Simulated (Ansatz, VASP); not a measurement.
**TlSn in VASP and in Ansatz**

```
CELL_PARAMETERS angstrom
3.61473 0.00000 0.00000
0.00000 3.61473 0.00000
0.00000 0.00000 4.37500
ATOMIC_POSITIONS crystal
Tl 0.00000 0.00000 0.00000
Sn 0.50000 0.50000 0.50000
```

Alike in both runs: task electric field gradients; functional LDA; k mesh 9 × 9 × 8; occupations fermi-dirac, width 0.08 eV; no spin polarisation.

```csv
,VASP,Ansatz
version,VASP 6.6.1,Ansatz 0.2.0
potentials or method,"VASP PAW LDA potentials, release 64 (Tl_d, Sn_d), cutoff 520 eV","all-electron PAW with datasets made for the crystal, scalar-relativistic"
```

Ansatz gave:

```
pressure (GPa)                                                 : -3.3
largest component of the traceless stress (GPa)                : 0.46
Vzz of the field gradient on the site that differs most (V/Å²) : -8.2
```

Task: Which values does VASP return?

Result: Pressure (GPa): -3.3; largest component of the traceless stress (GPa): 0.46; Vzz of the field gradient on the site that differs most (V/Å²): -9.6.

Ansatz ran all-electron here, so the differences hold the error of VASP's frozen core and of both bases. Ansatz warned: «gradients_without_spin_orbit».

The runs have no spin-orbit coupling, so splittings on Tl are missing.
